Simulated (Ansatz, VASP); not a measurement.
# Cross-check of HfC between VASP and Ansatz

Wanted: the spread between two codes on one cell, functional and k mesh. The cell is taken from a series of runs on this material, whose earlier steps may have relaxed, scaled, displaced or heated it; both programs get it as it stands.

Program: Ansatz 0.2.0. Level of theory: plane waves, with VASP 6.6.1 beside it; zone-centre phonons at PBEsol. Results are calculated unless marked as measured.

## (1) Starting point

Symmetry: Immm, No. 71, orthorhombic system. The conventional cell has a = 3.241 Å, b = 3.323 Å, c = 4.594 Å, α = 90.00°, β = 90.00°, γ = 90.00°. Nearest to C lie 6 Hf at 2.30 to 2.32 Å. Hf has 6 C at 2.30 to 2.32 Å nearest. Farther neighbours are not listed.

Structure file:

```xyz
2
Lattice="0.0290 2.3207 2.2971 2.3207 0.0290 2.2971 2.3497 2.3497 0.0000" Properties=species:S:1:pos:R:3 pbc="T T T"
C     0.0000    0.0000    0.0000
Hf    2.3497    2.3497    2.2971
```

## (2) VASP: zone-centre phonons, PBEsol

Second derivatives magnify differences that forces hide, and they need a tight electronic threshold.

Lines of VASP's logs that name or quote its potential files are left out, and so is its time.

The input, INCAR:

```
SYSTEM = HfC
PREC = Accurate
ENCUT = 600
EDIFF = 1E-08
NELM = 120
ISMEAR = 1
SIGMA = 0.2
LREAL = .FALSE.
ALGO = Normal
GGA = PS
NBANDS = 13
LASPH = .TRUE.
LORBIT = 11
LWAVE = .FALSE.
LCHARG = .FALSE.
ISIF = 2
IBRION = 8
GGA_COMPAT = .FALSE.
KPAR = 2
```

The input, POSCAR:

```
HfC
1.0
    0.0289526831      2.3206989889      2.2971056136
    2.3206989889      0.0289526831      2.2971056136
    2.3496516719      2.3496516719     -0.0000000001
C Hf
1 1
Direct
    0.0000000000      0.0000000000      0.0000000000
    0.5000000000      0.5000000000      0.5000000000
```

The input, KPOINTS:

```
Automatic mesh
0
Gamma
16 16 16
0 0 0
```

The projector-augmented-wave data sets are C and Hf_pv (PBE family, release 64).

Command:

```console
$ mpirun -np 2 vasp_std
```

Numbers of over 12 decimals in the logs are rounded to 6 here.

The program printed:

```text
[banner, memory and clock lines left out]
running    2 mpi-ranks, on    1 nodes
 distrk:  each k-point on    1 cores,    2 groups
 distr:  one band on    1 cores,    1 groups

 POSCAR found type information on POSCAR C Hf
 POSCAR found :  2 types and       2 ions
|                                                                             |
|               ----> ADVICE to this user running VASP <----                  |
|                                                                             |
|     You enforced a specific xc type in the INCAR file but a different       |
|     [... a line on the potential file left out ...]
|     I HOPE YOU KNOW WHAT YOU ARE DOING!                                     |
|                                                                             |

 LDA part: xc-table for (Slater+PW92), standard interpolation
 POSCAR, INCAR and KPOINTS ok, starting setup
 FFT: planning ... GRIDC
 FFT: planning ... GRID_SOFT
 FFT: planning ... GRID
 WAVECAR not read
 entering main loop
       N       E                     dE             d eps       ncg     rms          rms(c)
DAV:   1     0.241757493509E+02    0.24176E+02   -0.86053E+03 16194   0.119E+03
DAV:   2    -0.233298655920E+02   -0.47506E+02   -0.44627E+02 20302   0.219E+02
DAV:   3    -0.250636734384E+02   -0.17338E+01   -0.17224E+01 20269   0.299E+01
DAV:   4    -0.250734804768E+02   -0.98070E-02   -0.98052E-02 17916   0.264E+00
DAV:   5    -0.250735463628E+02   -0.65886E-04   -0.65885E-04 20344   0.202E-01    0.596E+01
DAV:   6    -0.222578314233E+02    0.28157E+01   -0.12193E+01 18676   0.186E+01    0.422E+01
DAV:   7    -0.222002041126E+02    0.57627E-01   -0.55185E-01 18476   0.532E+00    0.238E+01
DAV:   8    -0.221885061304E+02    0.11698E-01   -0.61253E-02 19656   0.198E+00    0.511E+00
DAV:   9    -0.221830924580E+02    0.54137E-02   -0.24716E-02 19256   0.869E-01    0.192E+00
DAV:  10    -0.221826585029E+02    0.43396E-03   -0.17989E-03 19454   0.310E-01    0.671E-02
DAV:  11    -0.221826545088E+02    0.39941E-05   -0.84122E-05 18901   0.844E-02    0.166E-02
DAV:  12    -0.221826538906E+02    0.61822E-06   -0.33160E-06 20399   0.149E-02    0.997E-03
DAV:  13    -0.221826537213E+02    0.16923E-06   -0.27617E-07 19755   0.370E-03    0.218E-03
DAV:  14    -0.221826536985E+02    0.22851E-07   -0.22698E-08 17831   0.123E-03    0.119E-03
DAV:  15    -0.221826537127E+02   -0.14174E-07   -0.41874E-09  9273   0.567E-04    0.121E-04
DAV:  16    -0.221826537123E+02    0.34856E-09   -0.51622E-10  8488   0.219E-04
   1 F= -.22182654E+02 E0= -.22182528E+02  d E =-.376135E-03
 Linear response reoptimize wavefunctions to high precision
DAV:   1    -0.221826537105E+02    0.17767E-08   -0.29739E-11  9618   0.516E-05
DAV:   2    -0.221826537105E+02    0.27285E-11   -0.40432E-12  8273   0.170E-05
 Linear response DOF=           4
 Linear response progress:
  Degree of freedom:   1/  4
       N       E                     dE             d eps       ncg     rms          rms(c)
RMM:   1    -0.121852752616E+00   -0.12185E+00    0.32967E-02 63644   0.187E+00
RMM:   2    -0.118349296222E+00    0.35035E-02   -0.32275E-03 45852   0.345E-01    0.404E-01
RMM:   3    -0.118719238819E+00   -0.36994E-03   -0.62114E-04 42103   0.143E-01    0.212E-01
RMM:   4    -0.119630980996E+00   -0.91174E-03   -0.38561E-04 43345   0.109E-01    0.371E-02
RMM:   5    -0.119630535284E+00    0.44571E-06   -0.10155E-05 47768   0.236E-02    0.110E-02
RMM:   6    -0.119629909548E+00    0.62574E-06   -0.38748E-07 50928   0.426E-03    0.457E-03
RMM:   7    -0.119619325495E+00    0.10584E-04   -0.81625E-08 49275   0.203E-03    0.268E-03
RMM:   8    -0.119622348880E+00   -0.30234E-05   -0.86067E-09 51549   0.714E-04    0.372E-04
RMM:   9    -0.119621785954E+00    0.56293E-06   -0.59334E-10 54040   0.135E-04    0.189E-04
RMM:  10    -0.119621783679E+00    0.22751E-08   -0.44480E-09 55029   0.310E-05    0.709E-05
 first order change of Fermi-energy   0.17560E-03
 force on displaced ion       1 direction 1 :  -7.595  -0.397   0.000
 Linear response progress:
  Degree of freedom:   2/  4
       N       E                     dE             d eps       ncg     rms          rms(c)
RMM:   1    -0.123037957517E+00   -0.12304E+00    0.29784E-02 35599   0.190E+00
RMM:   2    -0.118875805492E+00    0.41622E-02   -0.35753E-03 25929   0.357E-01    0.453E-01
RMM:   3    -0.119248438794E+00   -0.37263E-03   -0.67326E-04 23789   0.149E-01    0.238E-01
RMM:   4    -0.120184556000E+00   -0.93612E-03   -0.39945E-04 24321   0.111E-01    0.399E-02
RMM:   5    -0.120181598177E+00    0.29578E-05   -0.10812E-05 26672   0.244E-02    0.116E-02
RMM:   6    -0.120181777346E+00   -0.17917E-06   -0.40236E-07 28307   0.434E-03    0.451E-03
RMM:   7    -0.120170345607E+00    0.11432E-04   -0.97762E-08 27224   0.216E-03    0.261E-03
RMM:   8    -0.120173639862E+00   -0.32943E-05   -0.11549E-08 28809   0.721E-04    0.402E-04
RMM:   9    -0.120172959797E+00    0.68007E-06    0.36734E-10 30096   0.139E-04    0.175E-04
RMM:  10    -0.120172946352E+00    0.13445E-07    0.40321E-11 30521   0.324E-05    0.388E-05
RMM:  11    -0.120172941916E+00    0.44360E-08   -0.28161E-09 29120   0.901E-06    0.936E-06
 first order change of Fermi-energy   0.11363E-02
 force on displaced ion       1 direction 3 :  -0.000  -0.000  -8.824
 Linear response progress:
  Degree of freedom:   3/  4
       N       E                     dE             d eps       ncg     rms          rms(c)
RMM:   1    -0.215814853966E+00   -0.21581E+00    0.36937E+00 31542   0.120E+01
RMM:   2    -0.212214747335E+00    0.36001E-02   -0.31389E-02 44048   0.129E+00    0.507E-01
RMM:   3    -0.211489545848E+00    0.72520E-03   -0.96818E-04 55652   0.156E-01    0.206E-01
RMM:   4    -0.210987225129E+00    0.50232E-03   -0.78574E-05 59845   0.547E-02    0.130E-01
RMM:   5    -0.210531733857E+00    0.45549E-03   -0.29472E-05 58830   0.399E-02    0.129E-02
RMM:   6    -0.210522990265E+00    0.87436E-05   -0.31594E-06 60464   0.103E-02    0.565E-03
RMM:   7    -0.210532143136E+00   -0.91529E-05    0.67556E-07 64119   0.243E-03    0.585E-03
RMM:   8    -0.210532310817E+00   -0.16768E-06   -0.83597E-07 63281   0.568E-04    0.170E-03
RMM:   9    -0.210532619531E+00   -0.30871E-06   -0.87665E-07 66501   0.273E-04    0.945E-05
RMM:  10    -0.210532942913E+00   -0.32338E-06   -0.83426E-07 63837   0.918E-05    0.124E-05
RMM:  11    -0.210532994123E+00   -0.51210E-07   -0.36580E-07 69444   0.328E-05    0.348E-05
RMM:  12    -0.210533004387E+00   -0.10264E-07   -0.17256E-07 62919   0.130E-05    0.110E-05
RMM:  13    -0.210533010265E+00   -0.58783E-08   -0.93054E-08 56289   0.689E-06    0.680E-06
 first order change of Fermi-energy  -0.10222E-03
 force on displaced ion       2 direction 1 :  -7.598  -0.398   0.000
 Linear response progress:
  Degree of freedom:   4/  4
       N       E                     dE             d eps       ncg     rms          rms(c)
RMM:   1    -0.214618967806E+00   -0.21462E+00    0.37935E+00 18029   0.120E+01
RMM:   2    -0.211191926603E+00    0.34270E-02   -0.31415E-02 24945   0.129E+00    0.544E-01
RMM:   3    -0.210421699436E+00    0.77023E-03   -0.98663E-04 31057   0.159E-01    0.232E-01
RMM:   4    -0.209886070030E+00    0.53563E-03   -0.87781E-05 33320   0.580E-02    0.140E-01
RMM:   5    -0.209429843979E+00    0.45623E-03   -0.32007E-05 33071   0.411E-02    0.141E-02
RMM:   6    -0.209422884696E+00    0.69593E-05   -0.22090E-06 33708   0.111E-02    0.679E-03
RMM:   7    -0.209430587539E+00   -0.77028E-05    0.90924E-07 35802   0.247E-03    0.669E-03
RMM:   8    -0.209430736998E+00   -0.14946E-06   -0.36144E-06 35224   0.608E-04    0.200E-03
RMM:   9    -0.209431183017E+00   -0.44602E-06   -0.33913E-06 37008   0.284E-04    0.409E-05
RMM:  10    -0.209431526829E+00   -0.34381E-06   -0.19230E-06 35797   0.960E-05    0.891E-06
RMM:  11    -0.209431595904E+00   -0.69075E-07   -0.92397E-07 38815   0.360E-05    0.354E-05
RMM:  12    -0.209431609488E+00   -0.13584E-07   -0.46361E-07 35236   0.153E-05    0.279E-05
RMM:  13    -0.209431618803E+00   -0.93152E-08   -0.23260E-07 31727   0.793E-06    0.118E-05
RMM:  14    -0.209431618163E+00    0.64023E-09   -0.13025E-07 24573   0.464E-06    0.111E-05
RMM:  15    -0.209431621955E+00   -0.37924E-08   -0.65186E-08 22852   0.313E-06    0.118E-06
 first order change of Fermi-energy  -0.73847E-03
 force on displaced ion       2 direction 3 :  -0.000  -0.000  -8.825
 Linear response finished
```

Parts of OUTCAR (step 2):

```text
ion  position               nearest neighbor table
   1  0.000  0.000  0.000-   2 2.30   2 2.30   2 2.32   2 2.32   2 2.32   2 2.32
   2  0.500  0.500  0.500-   1 2.30   1 2.30   1 2.32   1 2.32   1 2.32   1 2.32

  LATTYP: Found a body centered orthorhombic cell.
 ALAT       =     3.2410187072
 B/A-ratio  =     1.0252669180
 C/A-ratio  =     1.4175207373

 Subroutine GETGRP returns: Found  8 space group operations
 (whereof  8 operations were pure point group operations)

The static configuration has the point symmetry D_2h.

 Found    621 irreducible k-points:

   k-points           NKPTS =    621   k-points in BZ     NKDIM =    621   number of bands    NBANDS=     13

   dimension x,y,z NGX =    28 NGY =   28 NGZ =   28
   dimension x,y,z NGXF=    56 NGYF=   56 NGZF=   56

   ENCUT  =  600.0 eV  44.10 Ry    6.64 a.u.   6.52  6.52  6.64*2*pi/ulx,y,z

   NELECT =      14.0000    total number of electrons

 k-points in reciprocal lattice and weights: Automatic mesh
   0.00000000  0.00000000  0.00000000       0.000
   0.06250000  0.00000000 -0.00000000       0.001
   0.12500000  0.00000000 -0.00000000       0.001
   0.18750000  0.00000000 -0.00000000       0.001
   0.25000000  0.00000000 -0.00000000       0.001
   0.31250000  0.00000000  0.00000000       0.001
   0.37500000  0.00000000 -0.00000000       0.001
   0.43750000  0.00000000  0.00000000       0.001
   0.50000000  0.00000000 -0.00000000       0.000
[...]
0.25000000  0.25000000  0.50000000       0.000
  -0.25000000  0.25000000  0.50000000       0.000

 average (electrostatic) potential at core
       1 -47.7501       2 -35.0665

  Total       -0.7300240     -0.7300240     -0.0652752     -0.6534879      0.0000000      0.0000000
  in kB      -47.2788338    -47.2788338     -4.2274453    -42.3220917      0.0000000      0.0000000
  external PRESSURE =     -32.9283710 kB  Pullay stress =       0.0000000 kB

  energy-cutoff  :      600.00
  volume of cell :       24.74
      direct lattice vectors                 reciprocal lattice vectors
     0.028952683  2.320698989  2.297105614    -0.218174236  0.218174236  0.217665221
     2.320698989  0.028952683  2.297105614     0.218174236 -0.218174236  0.217665221
     2.349651672  2.349651672 -0.000000000     0.212797499  0.212797499 -0.217665221

 POSITION                                       TOTAL-FORCE (eV/Angst)
 -----------------------------------------------------------------------------------
      0.00000      0.00000      0.00000        -0.000000      0.000000      0.000000
      2.34965      2.34965      2.29711         0.000000     -0.000000     -0.000000
 -----------------------------------------------------------------------------------
    total drift:                                0.000000      0.000000      0.000000

 Eigenvectors and eigenvalues of the dynamical matrix
 ----------------------------------------------------

   1 f  =   13.843313 THz    86.980100 2PiTHz  461.763216 cm-1    57.251316 meV
             X         Y         Z           dx          dy          dz
      0.000000  0.000000  0.000000     0.000000    0.000000    0.967959
      2.349652  2.349652  2.297106    -0.000000   -0.000000   -0.251109

   2 f  =   13.174739 THz    82.779324 2PiTHz  439.461978 cm-1    54.486317 meV
             X         Y         Z           dx          dy          dz
      0.000000  0.000000  0.000000     0.684442    0.684442   -0.000000
      2.349652  2.349652  2.297106    -0.177592   -0.177592    0.000000

   3 f  =   12.503064 THz    78.559068 2PiTHz  417.057323 cm-1    51.708495 meV
             X         Y         Z           dx          dy          dz
      0.000000  0.000000  0.000000    -0.684447    0.684447    0.000000
      2.349652  2.349652  2.297106     0.177575   -0.177575   -0.000000

   4 f/i=    0.000181 THz     0.001135 2PiTHz    0.006027 cm-1     0.000747 meV
             X         Y         Z           dx          dy          dz
      0.000000  0.000000  0.000000    -0.000000    0.000000    0.251109
      2.349652  2.349652  2.297106    -0.000000    0.000000    0.967959

   5 f/i=    0.000412 THz     0.002587 2PiTHz    0.013733 cm-1     0.001703 meV
             X         Y         Z           dx          dy          dz
      0.000000  0.000000  0.000000    -0.177575    0.177575   -0.000000
      2.349652  2.349652  2.297106    -0.684447    0.684447   -0.000000

   6 f/i=    0.000772 THz     0.004850 2PiTHz    0.025748 cm-1     0.003192 meV
             X         Y         Z           dx          dy          dz
      0.000000  0.000000  0.000000     0.177592    0.177592   -0.000000
      2.349652  2.349652  2.297106     0.684442    0.684442   -0.000000

 ELASTIC MODULI CONTR FROM IONIC RELAXATION (kBar)
 Direction    XX          YY          ZZ          XY          YZ          ZX
 --------------------------------------------------------------------------------
 XX           0.0000      0.0000      0.0000      0.0000      0.0000      0.0000
 YY           0.0000      0.0000      0.0000      0.0000      0.0000      0.0000
 ZZ           0.0000      0.0000      0.0000      0.0000      0.0000      0.0000
 XY           0.0000      0.0000      0.0000      0.0000      0.0000      0.0000
 YZ           0.0000      0.0000      0.0000      0.0000      0.0000      0.0000
 ZX           0.0000      0.0000      0.0000      0.0000      0.0000      0.0000
 --------------------------------------------------------------------------------
```

(Continued in part 2 of 2.)

[Lines on the potential files, build, host, timing and source positions are cut from VASP's logs without a mark.]

[Logs are printed without paths, hosts, clocks, repeated set-up lines and the standing remarks that a program may print on its own settings, such as how far it seeks lower states.]

[Hosts, paths, dates, database ids (printed as entryN), source tags and the programs' standing remarks are cut or masked in the printed files.]
